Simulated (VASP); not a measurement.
Given:

```yaml
crystal:
  lattice:
    - [1.25709, -2.17735, 0.00000]
    - [1.25709, 2.17735, 0.00000]
    - [0.00000, 0.00000, 6.40883]
  atoms:
    - { symbol: B, position: [0.33333, 0.66667, 0.25000] }
    - { symbol: B, position: [0.66667, 0.33333, 0.75000] }
    - { symbol: N, position: [0.66667, 0.33333, 0.25000] }
    - { symbol: N, position: [0.33333, 0.66667, 0.75000] }
```

Calculation: vdW-DF-cx, VASP's PBE PAW potentials (set 64) (plane waves; VASP). Numerical set-up: 520 eV cut-off, Gaussian smearing of 0.050 eV, potentials B N.

Task: Give the energies of bands 3 to 11 at the high-symmetry points, in eV from the valence-band maximum.

Result: 
```tsv
band	Γ	M	K	A	L	H
3	-6.43	-8.90	-7.98	-5.31	-8.87	-7.88
4	-3.85	-8.81	-7.76	-5.31	-8.87	-7.88
5	-1.40	-4.18	-7.16	-1.37	-4.13	-7.17
6	-1.40	-4.08	-7.16	-1.37	-4.13	-7.17
7	-1.34	-1.64	-0.20	-1.37	-0.98	-0.07
8	-1.34	-0.39	-0.20	-1.37	-0.98	-0.07
9	5.28	4.12	4.87	7.87	4.62	4.55
10	10.56	5.75	4.87	7.87	4.62	4.55
11	11.41	9.38	10.41	11.50	9.79	11.75
```

The gap is indirect, 4.12 eV, from the valence maximum at K-Γ at 0.11 to the conduction minimum at M.

The compound is BN in the hex structure. It was relaxed first.
